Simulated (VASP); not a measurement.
# Li3GaC (P6_3/mmc) in VASP: notebook

The runs below take Li3GaC through single point, with PBE.

Program: VASP 6.6.1. These are calculated values, not measurements. Logs are shortened: lines on timing, memory, paths and dates and some standing lists are left out, and cuts for length are marked.

## 1. The crystal as given

The structure is hexagonal, space group P6_3/mmc (No. 194). The conventional cell has a = 7.014 Å, b = 7.014 Å, c = 3.351 Å, α = 90.00°, β = 90.00°, γ = 120.00°. Li (site symmetry mm2) has 2 C at 2.16 Å as nearest neighbours. Around Ga (site symmetry -6m2) lie 6 Li at 2.66 Å. Around C (site symmetry -3m) lie 2 C at 1.68 Å.

The cell was built by a generator and needn't be a form met in nature.

## 2. Single point, PBE

Input file INCAR:

```
  PREC = Accurate
  ENCUT = 520
  EDIFF = 1E-7
  ISMEAR = 0
  SIGMA = 0.1
  LREAL = F
  LASPH = T
  NELM = 100
  ALGO = Fast
  ISIF = 2
  LWAVE = F
  LCHARG = F
  GGA = PE
  NBANDS = 37
```

Input file KPOINTS:

```
Automatic mesh
0
Gamma
  9 9 10
```

Input file POSCAR:

```
Li3GaC
1.0
    7.0135362709      0.0000000000      0.0000000000
   -3.5067681354      6.0739005809      0.0000000000
    0.0000000000      0.0000000000      3.3505675316
Li Ga C
6 2 2
Direct
    0.8364358708      0.6728717417      0.7500000000
    0.3271282583      0.1635641292      0.7500000000
    0.8364358708      0.1635641292      0.7500000000
    0.1635641292      0.3271282583      0.2500000000
    0.6728717417      0.8364358708      0.2500000000
    0.1635641292      0.8364358708      0.2500000000
    0.3333333333      0.6666666667      0.7500000000
    0.6666666667      0.3333333333      0.2500000000
    0.0000000000      0.0000000000      0.0000000000
    0.0000000000      0.0000000000      0.5000000000
```

Potentials or basis: VASP PAW PBE potentials, release 64 (Li_sv, Ga_d, C).

Started as:

```console
> cat potpaw_PBE.64/Li_sv/POTCAR potpaw_PBE.64/Ga_d/POTCAR potpaw_PBE.64/C/POTCAR > POTCAR
> mpirun -np 1 vasp_std > vasp.out
```

OUTCAR:

```text
PREC = Accurate
   ENCUT = 520
   EDIFF = 1E-7
   ISMEAR = 0
   LREAL = F
   LASPH = T
   NELM = 100
   ISIF = 2
   GGA = PE

 ion  position               nearest neighbor table
   1  0.836  0.673  0.750-   9 2.16  10 2.16   5 2.60   5 2.60   6 2.60   6 2.60   8 2.66   8 2.66

   2  0.327  0.164  0.750-   9 2.16  10 2.16   4 2.60   4 2.60   6 2.60   6 2.60   8 2.66   8 2.66

   3  0.836  0.164  0.750-   9 2.16  10 2.16   5 2.60   5 2.60   4 2.60   4 2.60   8 2.66   8 2.66

   4  0.164  0.327  0.250-   9 2.16  10 2.16   2 2.60   2 2.60   3 2.60   3 2.60   7 2.66   7 2.66

   5  0.673  0.836  0.250-   9 2.16  10 2.16   1 2.60   1 2.60   3 2.60   3 2.60   7 2.66   7 2.66

   6  0.164  0.836  0.250-   9 2.16  10 2.16   2 2.60   2 2.60   1 2.60   1 2.60   7 2.66   7 2.66

   7  0.333  0.667  0.750-   6 2.66   6 2.66   4 2.66   4 2.66   5 2.66   5 2.66
   8  0.667  0.333  0.250-   3 2.66   3 2.66   1 2.66   1 2.66   2 2.66   2 2.66
   9  0.000  0.000  0.000-  10 1.68  10 1.68   1 2.16   4 2.16   2 2.16   5 2.16   3 2.16   6 2.16

  10  0.000  0.000  0.500-   9 1.68   9 1.68   1 2.16   4 2.16   2 2.16   5 2.16   3 2.16   6 2.16

  LATTYP: Found a hexagonal cell.
 ALAT       =     7.0135362709
 C/A-ratio  =     0.4777286952

  Lattice vectors:

 A1 = (   7.0135362709,   0.0000000000,   0.0000000000)
 A2 = (  -3.5067681354,   6.0739005809,   0.0000000000)
 A3 = (   0.0000000000,   0.0000000000,   3.3505675316)

Analysis of symmetry for initial positions (statically):
=====================================================================
 Subroutine PRICEL returns:
 Original cell was already a primitive cell.

 Routine SETGRP: Setting up the symmetry group for a
 hexagonal supercell.

 Subroutine GETGRP returns: Found 24 space group operations
 (whereof 12 operations were pure point group operations)
 out of a pool of 24 trial point group operations.

The static configuration has the point symmetry D_3d.
 The point group associated with its full space group is D_6h.

Analysis of symmetry for dynamics (positions and initial velocities):
=====================================================================
 Subroutine PRICEL returns:
 Original cell was already a primitive cell.

 Routine SETGRP: Setting up the symmetry group for a
 hexagonal supercell.

 Subroutine GETGRP returns: Found 24 space group operations
 (whereof 12 operations were pure point group operations)
 out of a pool of 24 trial point group operations.

The dynamic configuration has the point symmetry D_3d.
[... 128 lines left out ...]
   NUPDOWN=      -1.0000    fix difference up-down
   EMIN   =  10.00;   EMAX   =-10.00  energy-range for DOS
   EFERMI =   0.00;   METHOD = LEGACY
   ISMEAR =     0;   SIGMA  =   0.10  broadening in eV -4-tet -1-fermi 0-gaus
   EFERMI_NEDOS =   21; number of points for ismear=-14 and -15
   IALGO  =     68    algorithm
   IMIX   =      4    mixing-type and parameters
     AMIX     =   0.40;   BMIX     =  1.00
     AMIX_MAG =   1.60;   BMIX_MAG =  1.00
  volume/ion in A,a.u.               =      14.27        96.32
  Fermi-wavevector in a.u.,A,eV,Ry     =   1.169234  2.209533 18.600648  1.367109
  Thomas-Fermi vector in A             =   2.305710
   LORBIT       =      0    0 simple, 1 ext, 2 COOP (PROOUT), +10 PAW based schemes
   GGA     = PE    functional components
   LHFCALC =     F    Hartree Fock is set to
   AEXX    =    0.0000 exact exchange contribution
   IVDW    =     0    specifies the selected vdW correction
   LEPSILON=     F    determine dielectric tensor
   LRPA    =     F    only Hartree local field effects (RPA)
 non-spin polarized calculation
 RMM-DIIS sequential band-by-band and
 Gauss-broadening in eV      SIGMA  =   0.10
  energy-cutoff  :      520.00
  volume of cell :      142.73
 maximum number of plane-waves:      3867
 NGX is ok and might be reduce to    54
   NGX = 27   NGY = 27   NGZ = 13

 number of electron      52.0000014 magnetization

 Free energy of the ion-electron system (eV)
  ---------------------------------------------------
  ext. energy  EPLUGINS =         0.00000000
  ---------------------------------------------------
  free energy    TOTEN  =       -32.37941706 eV

  energy without entropy =      -32.36022166  energy(sigma->0) =      -32.36981936

 E-fermi :   3.0377     XC(G=0):  -9.0206

 val. band max:        3.0278442340   @ k =   0.4444  -0.0000   0.3000
 cond. band min:       3.0381599276   @ k =   0.1111   0.1111   0.0000
 fundamental gap:      0.0103156936
 Fermi energy:         3.0377135057

 k-point     1 :       0.0000    0.0000    0.0000
  band No.  band energies     occupation
      1     -43.1947      2.00000
      2     -43.1738      2.00000
      3     -43.1738      2.00000
      4     -43.1382      2.00000
      5     -43.1382      2.00000
      6     -43.1229      2.00000
[... 949 lines left out ...]
     36      10.1400      0.00000
     37      10.1663      0.00000

 [... further k-points ...]

------------------------ aborting loop because EDIFF is reached ----------------------------------------

  FORCE on cell =-STRESS in cart. coord.  units (eV):
  Direction    XX          YY          ZZ          XY          YZ          ZX
  --------------------------------------------------------------------------------------
  -------------------------------------------------------------------------------------
  Total       -0.0296388     -0.0296388     -0.0141827     -0.0000000      0.0000000      0.0000000
  in kB       -0.3326969     -0.3326969     -0.1592014     -0.0000000      0.0000000      0.0000000
  external PRESSURE =      -0.2748651 kB  Pullay stress =       0.0000000 kB

 VOLUME and BASIS-vectors are now :
 -----------------------------------------------------------------------------
  energy-cutoff  :      520.00
  volume of cell :      142.73
      direct lattice vectors                 reciprocal lattice vectors
     7.013536271  0.000000000  0.000000000     0.142581426  0.082319424  0.000000000
    -3.506768135  6.073900581  0.000000000     0.000000000  0.164638849  0.000000000
     0.000000000  0.000000000  3.350567532     0.000000000  0.000000000  0.298456900

 POSITION                                       TOTAL-FORCE (eV/Angst)
 -----------------------------------------------------------------------------------
      3.50677      4.08696      2.51293        -0.000000     -0.005596      0.000000
      1.72074      0.99347      2.51293         0.004846      0.002798      0.000000
      5.29279      0.99347      2.51293        -0.004846      0.002798      0.000000
      0.00000      1.98694      0.83764         0.000000      0.005596      0.000000
      1.78602      5.08043      0.83764        -0.004846     -0.002798     -0.000000
     -1.78602      5.08043      0.83764         0.004846     -0.002798     -0.000000
     -0.00000      4.04927      2.51293        -0.000000     -0.000000      0.000000
      3.50677      2.02463      0.83764         0.000000     -0.000000      0.000000
      0.00000      0.00000      0.00000         0.000000     -0.000000      0.000000
      0.00000      0.00000      1.67528         0.000000     -0.000000      0.000000
 -----------------------------------------------------------------------------------
    total drift:                               -0.000001      0.000000     -0.000000

  FREE ENERGIE OF THE ION-ELECTRON SYSTEM (eV)
  ---------------------------------------------------
  free  energy   TOTEN  =       -32.3794170602 eV

  energy  without entropy=      -32.3602216622  energy(sigma->0) =      -32.36981936
```

OSZICAR:

```text
N       E                     dE             d eps       ncg     rms          rms(c)
DAV:   1     0.407784082772E+03    0.40778E+03   -0.23637E+04  5416   0.182E+03
DAV:   2     0.395885961459E+02   -0.36820E+03   -0.35054E+03  5658   0.493E+02
DAV:   3    -0.254171236182E+02   -0.65006E+02   -0.62977E+02  7659   0.142E+02
[... 49 lines left out ...]
RMM:  53    -0.323794166629E+02   -0.12771E-06   -0.18954E-06  6990   0.601E-03    0.205E-04
RMM:  54    -0.323794167908E+02   -0.12788E-06   -0.16780E-06  6993   0.568E-03    0.223E-04
RMM:  55    -0.323794168888E+02   -0.98050E-07   -0.12868E-06  6794   0.538E-03    0.244E-04
RMM:  56    -0.323794169807E+02   -0.91874E-07   -0.10608E-06  6648   0.515E-03    0.302E-04
RMM:  57    -0.323794170602E+02   -0.79448E-07   -0.92156E-07  6586   0.494E-03
   1 F= -.32379417E+02 E0= -.32369819E+02  d E =-.191954E-01
```

stdout:

```text
POSCAR found type information on POSCAR LiGaC
 POSCAR found :  3 types and      10 ions
[... 45 lines left out ...]
 num prob  num prob  num prob  num prob  num prob  num prob  num prob  num prob  num prob  num prob  num prob  num prob  num prob  num prob  num prob WARNING in EDDRMM: call to ZHEGV failed, returncode =   6  3     26
 num prob  num prob  num prob  num prob  num prob  num prob  num prob  num prob  num prob  num prob  num prob  num prob  num prob  num prob  num prob  num prob  num prob  num prob  num prob  num prob  num prob  num prob  num prob RMM:  51    -0.323794162361E+02   -0.26739E-06   -0.28777E-06  7307   0.682E-03    0.551E-05
 num prob  num prob  num prob  num prob  num
```

Wall time 40 min (1 thread of Intel Xeon Platinum 8488C (Sapphire Rapids), shared host); peak memory 0.5 GiB.

Results:

| Item | Value |
| --- | --- |
| Free energy | -32.3794 eV |
| Largest force | 0.006 eV/Å |
| Band gap on the k mesh | none (metal or under the smearing width) |

Forces in eV/Å, atoms in the order of the input:
```
Li   0.000 -0.006  0.000
Li   0.005  0.003  0.000
Li  -0.005  0.003  0.000
Li   0.000  0.006  0.000
Li  -0.005 -0.003  0.000
Li   0.005 -0.003  0.000
Ga   0.000  0.000  0.000
Ga   0.000  0.000  0.000
C    0.000  0.000  0.000
C    0.000  0.000  0.000
```

Caveat: the cutoff is under 1.25 times the usual one of these potentials, so pressure, stress and relaxed cells hold a basis-set (Pulay) error.

## 3. Single point, PBE

Input file INCAR:

```
SYSTEM = Li3GaC
PREC = Accurate ; ENCUT = 520
EDIFF = 1E-7 ; ISMEAR = 0
SIGMA = 0.1 ; LREAL = .False.
LASPH = .True. ; NELM = 100
ALGO = Fast ; ISIF = 2
LWAVE = .False. ; LCHARG = .True.
GGA = PE ; LELF = .True.
LVHAR = .True. ; NBANDS = 37
```

Input file KPOINTS:

```
Automatic mesh
0
Gamma
  9 9 10
  0 0 0
```

POSCAR is that of step 2.

Potentials or basis: VASP PAW PBE potentials, release 64 (Li_sv, Ga_d, C).

Started as:

```console
> cat potpaw_PBE.64/Li_sv/POTCAR potpaw_PBE.64/Ga_d/POTCAR potpaw_PBE.64/C/POTCAR > POTCAR
> mpirun -np 1 vasp_std > vasp.out
```

OUTCAR:

```text
SYSTEM = Li3GaC
   PREC = Accurate
   ENCUT = 520
   EDIFF = 1E-7
   ISMEAR = 0
   LREAL = .False.
   LASPH = .True.
   NELM = 100
   ISIF = 2
   GGA = PE

 ion  position               nearest neighbor table
   1  0.836  0.673  0.750-   9 2.16  10 2.16   5 2.60   5 2.60   6 2.60   6 2.60   8 2.66   8 2.66

   2  0.327  0.164  0.750-   9 2.16  10 2.16   4 2.60   4 2.60   6 2.60   6 2.60   8 2.66   8 2.66

   3  0.836  0.164  0.750-   9 2.16  10 2.16   5 2.60   5 2.60   4 2.60   4 2.60   8 2.66   8 2.66

[... 1194 lines left out ...]
  external PRESSURE =      -0.2748651 kB  Pullay stress =       0.0000000 kB

 VOLUME and BASIS-vectors are now :
 -----------------------------------------------------------------------------
  energy-cutoff  :      520.00
  volume of cell :      142.73
      direct lattice vectors                 reciprocal lattice vectors
     7.013536271  0.000000000  0.000000000     0.142581426  0.082319424  0.000000000
    -3.506768135  6.073900581  0.000000000     0.000000000  0.164638849  0.000000000
     0.000000000  0.000000000  3.350567532     0.000000000  0.000000000  0.298456900

 POSITION                                       TOTAL-FORCE (eV/Angst)
 -----------------------------------------------------------------------------------
      3.50677      4.08696      2.51293        -0.000000     -0.005596      0.000000
      1.72074      0.99347      2.51293         0.004846      0.002798      0.000000
      5.29279      0.99347      2.51293        -0.004846      0.002798      0.000000
      0.00000      1.98694      0.83764         0.000000      0.005596      0.000000
      1.78602      5.08043      0.83764        -0.004846     -0.002798     -0.000000
     -1.78602      5.08043      0.83764         0.004846     -0.002798     -0.000000
     -0.00000      4.04927      2.51293        -0.000000     -0.000000      0.000000
      3.50677      2.02463      0.83764         0.000000     -0.000000      0.000000
      0.00000      0.00000      0.00000         0.000000     -0.000000      0.000000
      0.00000      0.00000      1.67528         0.000000     -0.000000      0.000000
 -----------------------------------------------------------------------------------
    total drift:                               -0.000001      0.000000     -0.000000

  FREE ENERGIE OF THE ION-ELECTRON SYSTEM (eV)
  ---------------------------------------------------
  free  energy   TOTEN  =       -32.3794170602 eV

  energy  without entropy=      -32.3602216622  energy(sigma->0) =      -32.36981936
```

OSZICAR:

```text
N       E                     dE             d eps       ncg     rms          rms(c)
DAV:   1     0.407784082772E+03    0.40778E+03   -0.23637E+04  5416   0.182E+03
DAV:   2     0.395885961459E+02   -0.36820E+03   -0.35054E+03  5658   0.493E+02
DAV:   3    -0.254171236182E+02   -0.65006E+02   -0.62977E+02  7659   0.142E+02
[... 49 lines left out ...]
RMM:  53    -0.323794166629E+02   -0.12771E-06   -0.18954E-06  6990   0.601E-03    0.205E-04
RMM:  54    -0.323794167908E+02   -0.12788E-06   -0.16780E-06  6993   0.568E-03    0.223E-04
RMM:  55    -0.323794168888E+02   -0.98050E-07   -0.12868E-06  6794   0.538E-03    0.244E-04
RMM:  56    -0.323794169807E+02   -0.91874E-07   -0.10608E-06  6648   0.515E-03    0.302E-04
RMM:  57    -0.323794170602E+02   -0.79448E-07   -0.92156E-07  6586   0.494E-03
   1 F= -.32379417E+02 E0= -.32369819E+02  d E =-.191954E-01
```

stdout:

```text
POSCAR found type information on POSCAR LiGaC
 POSCAR found :  3 types and      10 ions
[... 45 lines left out ...]
 num prob  num prob  num prob  num prob  num prob  num prob  num prob  num prob  num prob  num prob  num prob  num prob  num prob  num prob  num prob WARNING in EDDRMM: call to ZHEGV failed, returncode =   6  3     26
 num prob  num prob  num prob  num prob  num prob  num prob  num prob  num prob  num prob  num prob  num prob  num prob  num prob  num prob  num prob  num prob  num prob  num prob  num prob  num prob  num prob  num prob  num prob RMM:  51    -0.323794162361E+02   -0.26739E-06   -0.28777E-06  7307   0.682E-03    0.551E-05
 num prob  num prob  num prob  num prob  num
```

Wall time 31 min (1 thread of Intel Xeon Platinum 8488C (Sapphire Rapids), shared host); peak memory 0.49 GiB.

Results:

```yaml
Free_energy: -32.3794 eV
Largest_force: 0.006 eV/Å
Band_gap_on_the_k_mesh: none (metal or under the smearing width)
```

Forces in eV/Å, atoms in the order of the input:
```
Li   0.000 -0.006  0.000
Li   0.005  0.003  0.000
Li  -0.005  0.003  0.000
Li   0.000  0.006  0.000
Li  -0.005 -0.003  0.000
Li   0.005 -0.003  0.000
Ga   0.000  0.000  0.000
Ga   0.000  0.000  0.000
C    0.000  0.000  0.000
C    0.000  0.000  0.000
```

Levels at points of the mesh, in eV from the Fermi level:
| k point | band 23 | band 24 | band 25 | band 26 | band 27 | band 28 | band 29 | band 30 |
| --- | --- | --- | --- | --- | --- | --- | --- | --- |
| (0.00, 0.00, 0.00) | -2.55 | -2.31 | -2.31 | 0.33 | 0.33 | 2.70 | 2.70 | 3.22 |
| (0.00, 0.00, 0.50) | -2.73 | -2.73 | -1.69 | -1.69 | 0.52 | 0.52 | 0.52 | 0.52 |

Caveat: the cutoff is under 1.25 times the usual one of these potentials, so pressure, stress and relaxed cells hold a basis-set (Pulay) error.
